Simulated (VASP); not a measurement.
Method: PBE GGA, VASP's PBE PAW potentials (set 64) (plane waves; VASP).

VASP ran on this input.

### POSCAR
```
Ho
1.0
  1.8039385620  -3.1245132989   0.0000000000
  1.8039385620   3.1245132989   0.0000000000
  0.0000000000   0.0000000000   5.5562598342
Ho
2
Cart
  1.8039385620   1.0415065160   1.3890649585
  1.8039385620  -1.0415065160   4.1671948756
```

KPOINTS:
```
kpoints
0
G
12 12 6
```

INCAR:
```
# general
SYSTEM =Ho
PREC   =Accurate
ENCUT  =480
LREAL  =.False.
LASPH  =.True.

# electronic loop
EDIFF  =1E-7
NELM   =100
ALGO   =Normal
LMAXMIX=6

# smearing
ISMEAR =1
SIGMA  =0.1

# functional
GGA    =PE

# ions
IBRION =2
NSW    =40
ISIF   =3
EDIFFG =-0.01
PSTRESS=50

# output
LWAVE  =.False.
LCHARG =.False.
```

POTCAR, in this order: Ho_3 (PBE.64 set). Program: vasp_std.

What will the output report for the number of irreducible k-points (NKPTS), number of bands (NBANDS), largest plane-wave count, number of space-group operations, FFT grid (NGX, NGY, NGZ)?

| Quantity | Value |
|---|---|
| number of irreducible k-points (NKPTS) | 76 |
| number of bands (NBANDS) | 13 |
| largest plane-wave count | 1520 |
| number of space-group operations | 24 |
| FFT grid (NGX, NGY, NGZ) | 28 × 28 × 40 |

The compound is Ho in the hcp structure. This run relaxes it under an external pressure of 5 GPa. Symmetry was kept, so distortions that lower it aren't found. The 4f electrons are frozen in the core of the lanthanide potential, so 4f levels, which can set the real gap, and their magnetism are missing.
